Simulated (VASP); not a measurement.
An input for Quantum ESPRESSO's pw.x (written as the equivalent of a VASP run, and not itself run):

```
&CONTROL
  calculation = 'scf'
  pseudo_dir = './pseudo'
  outdir = './out'
  tprnfor = .true.
  tstress = .true.
/
&SYSTEM
  ibrav = 0
  nat = 12
  ntyp = 2
  ecutwfc = 90
  occupations = 'smearing'
  smearing = 'gaussian'
  degauss = 0.01999
  input_dft = 'pbe'
/
&ELECTRONS
  conv_thr = 7.3e-08
  electron_maxstep = 100
/
ATOMIC_SPECIES
  Fe 55.845 Fe.upf
  S 32.060 S.upf
CELL_PARAMETERS angstrom
     4.4256200    0.0000000    0.0000000
     0.0000000    5.3965300    0.0000000
     0.0000000    0.0000000   15.0665000
ATOMIC_POSITIONS crystal
  Fe   0.4998890  0.4983900  0.3318690
  Fe   0.0005890  0.0042560  0.4431760
  Fe   0.4915450  0.5096660  0.5571270
  Fe   0.0033970 -0.0155310  0.6668920
  S    0.2995780  0.8724580  0.3334940
  S    0.6986410  0.1166380  0.3328890
  S    0.8064220  0.6316040  0.4408840
  S    0.1931470  0.3764750  0.4445500
  S    0.2846510  0.8790850  0.5546970
  S    0.7099870  0.1181680  0.5553810
  S    0.8115000  0.6252990  0.6664170
  S    0.2006550  0.3834920  0.6726240
K_POINTS automatic
  3 3 1 0 0 0
```

Translate this input to VASP (INCAR, KPOINTS, POSCAR, choice of POTCAR).

This is not unique; one that fits is 
### INCAR
```
# general
SYSTEM  = FeS2
PREC    = Accurate
ENCUT   = 180
LREAL   = .FALSE.
LASPH   = .TRUE.

# electronic loop
EDIFF   = 1E-6
NELM    = 100
ALGO    = Normal
LMAXMIX = 4

# smearing
ISMEAR  = 0
SIGMA   = 0.272

# functional
GGA     = PE

# ions
ISIF    = 2

# output
LWAVE   = .FALSE.
LCHARG  = .FALSE.
```

POSCAR:
```
FeS2
1
    4.4256200000     0.0000000000     0.0000000000
    0.0000000000     5.3965300000     0.0000000000
    0.0000000000     0.0000000000    15.0665000000
Fe S
4 8
Direct
  0.4998890000   0.4983900000   0.3318690000
  0.0005890000   0.0042560000   0.4431760000
  0.4915450000   0.5096660000   0.5571270000
  0.0033970000  -0.0155310000   0.6668920000
  0.2995780000   0.8724580000   0.3334940000
  0.6986410000   0.1166380000   0.3328890000
  0.8064220000   0.6316040000   0.4408840000
  0.1931470000   0.3764750000   0.4445500000
  0.2846510000   0.8790850000   0.5546970000
  0.7099870000   0.1181680000   0.5553810000
  0.8115000000   0.6252990000   0.6664170000
  0.2006550000   0.3834920000   0.6726240000
```

**KPOINTS**
```
Automatic mesh
0
gamma
  3 3 1
0 0 0
```

POTCAR, in this order: Fe S (PBE.64 set). Program: vasp_std.

What does not carry over: the potentials are each code's own (VASP's PAW set, PseudoDojo norm-conserving files in pw.x), so ENCUT and ecutwfc are chosen apart and not converted; conv_thr bounds pw.x's estimated SCF error, while EDIFF bounds the energy change between steps.

The cell is a sheet with vacuum, built from a database entry that may be metastable or hypothetical.
